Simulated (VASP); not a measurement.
Output of a VASP run:

File OSZICAR:
```
       N       E                     dE             d eps       ncg     rms          rms(c)
DAV:   1    -0.120508345638E+01   -0.12051E+01   -0.42822E+03  1728   0.998E+02
DAV:   2    -0.458076607865E+01   -0.33757E+01   -0.32586E+01  1224   0.477E+01
DAV:   3    -0.473473696952E+01   -0.15397E+00   -0.14524E+00  2216   0.101E+01
DAV:   4    -0.473527662647E+01   -0.53966E-03   -0.53975E-03  1216   0.565E-01
DAV:   5    -0.473528261412E+01   -0.59877E-05   -0.59878E-05  2232   0.120E-01    0.186E+01
DAV:   6    -0.471510627534E+01    0.20176E-01   -0.27888E-02  1824   0.362E+00    0.109E+01
DAV:   7    -0.519871317952E+01   -0.48361E+00   -0.48640E+00  1856   0.467E+00    0.233E-01
DAV:   8    -0.471233790103E+01    0.48638E+00   -0.15286E+01  1840   0.272E+00    0.139E-01
DAV:   9    -0.471236355281E+01   -0.25652E-04   -0.33444E-05  2008   0.122E-01    0.178E-02
DAV:  10    -0.475234789868E+01   -0.39984E-01   -0.35613E-01  1952   0.888E-02    0.194E-01
DAV:  11    -0.471237842564E+01    0.39969E-01   -0.10104E+01   776   0.359E+00    0.106E-02
DAV:  12    -0.471237760776E+01    0.81787E-06   -0.96948E-08   736   0.105E-02
   1 F= -.47123776E+01 E0= -.47124088E+01  d E =-.471238E+01
       N       E                     dE             d eps       ncg     rms          rms(c)
DAV:   1    -0.484920735720E+01   -0.13683E+00   -0.40334E+00  1152   0.660E+01    0.213E+00
DAV:   2    -0.476135458610E+01    0.87853E-01   -0.13480E-01  1752   0.744E+00    0.101E+00
DAV:   3    -0.472371442421E+01    0.37640E-01   -0.10717E-01  1776   0.734E+00    0.368E-01
DAV:   4    -0.472372343742E+01   -0.90132E-05   -0.12295E-03  1832   0.400E-01    0.154E-01
DAV:   5    -0.472372859812E+01   -0.51607E-05   -0.34245E-04  1936   0.435E-01    0.188E-02
DAV:   6    -0.472372228655E+01    0.63116E-05   -0.29732E-06  1664   0.185E-02    0.624E-03
DAV:   7    -0.472372117305E+01    0.11135E-05   -0.13919E-06  1144   0.295E-02    0.318E-04
DAV:   8    -0.472372116485E+01    0.82047E-08   -0.16902E-07   656   0.443E-03
   2 F= -.47237212E+01 E0= -.47239530E+01  d E =-.113436E-01
       N       E                     dE             d eps       ncg     rms          rms(c)
DAV:   1    -0.472671988061E+01   -0.29987E-02   -0.82733E-02  1152   0.933E+00    0.316E-01
DAV:   2    -0.472488536008E+01    0.18345E-02   -0.30539E-03  1744   0.113E+00    0.150E-01
DAV:   3    -0.472408854385E+01    0.79682E-03   -0.23411E-03  1784   0.109E+00    0.520E-02
DAV:   4    -0.472408772706E+01    0.81679E-06   -0.25788E-05  1832   0.601E-02    0.228E-02
DAV:   5    -0.472408685396E+01    0.87310E-06   -0.80038E-06  1944   0.655E-02
   3 F= -.47240869E+01 E0= -.47243238E+01  d E =-.117092E-01
```

File OUTCAR:
```
------------------------ aborting loop because EDIFF is reached ----------------------------------------
  FORCE on cell =-STRESS in cart. coord.  units (eV):
  Direction    XX          YY          ZZ          XY          YZ          ZX
  --------------------------------------------------------------------------------------
  Total        0.0040560      0.0040560      0.0040560      0.0000000      0.0000000     -0.0000000
  in kB        0.2309930      0.2309930      0.2309930      0.0000000      0.0000000     -0.0000000
  external PRESSURE =       0.2309930 kB  Pullay stress =       0.0000000 kB
  volume of cell :       28.13
      direct lattice vectors                 reciprocal lattice vectors
    -1.915940957  1.915940957  1.915940957     0.000000000  0.260968376  0.260968376
     1.915940957 -1.915940957  1.915940957     0.260968376  0.000000000  0.260968376
     1.915940957  1.915940957 -1.915940957     0.260968376  0.260968376  0.000000000
 POSITION                                       TOTAL-FORCE (eV/Angst)
 -----------------------------------------------------------------------------------
      0.00000      0.00000      0.00000        -0.000000      0.000000     -0.000000
 -----------------------------------------------------------------------------------
    total drift:                               -0.000000      0.000000      0.000000
  FREE ENERGIE OF THE ION-ELECTRON SYSTEM (eV)
  ---------------------------------------------------
  free  energy   TOTEN  =        -4.7240868540 eV

  energy  without entropy=       -4.7247975837  energy(sigma->0) =       -4.72432376

 reached required accuracy - stopping structural energy minimisation
```
(Selected blocks of OUTCAR.)

**POSCAR**
```
Lu
1
   -1.9504300000     1.9504300000     1.9504300000
    1.9504300000    -1.9504300000     1.9504300000
    1.9504300000     1.9504300000    -1.9504300000
Lu
1
Direct
  0.0000000000   0.0000000000   0.0000000000
```

Task: Reconstruct the remaining input files.

Result: This is not unique; one that fits is the input of the run itself, PBEsol GGA, plane waves, VASP's PBE PAW potentials (set 64).

**INCAR**
```
# general
SYSTEM  = Lu
PREC    = Accurate
ENCUT   = 400   # plane-wave cut-off (eV)
LREAL   = F
LASPH   = T

# electronic loop
EDIFF   = 1E-6   # SCF stop (eV)
NELM    = 100
ALGO    = Normal
LMAXMIX = 6   # l cut-off of mixed one-centre charges

# smearing
ISMEAR  = 1
SIGMA   = 0.1   # width (eV)

# functional
GGA     = PS

# ions
IBRION  = 2   # conjugate gradients
NSW     = 60
ISIF    = 3
EDIFFG  = -0.01

# output
LWAVE   = F
LCHARG  = F
```

**KPOINTS**
```
Automatic mesh
0
Gamma
12 12 12
0 0 0
```

POTCAR, in this order: Lu_3 (PBE.64 set). Program: vasp_std.

Energy and stress use the plane-wave basis of the starting cell.

The structure was generated: Lu was put into the bcc type (Im-3m), which need not be its known phase. This run relaxes it. Symmetry was kept, so distortions that lower it aren't found.
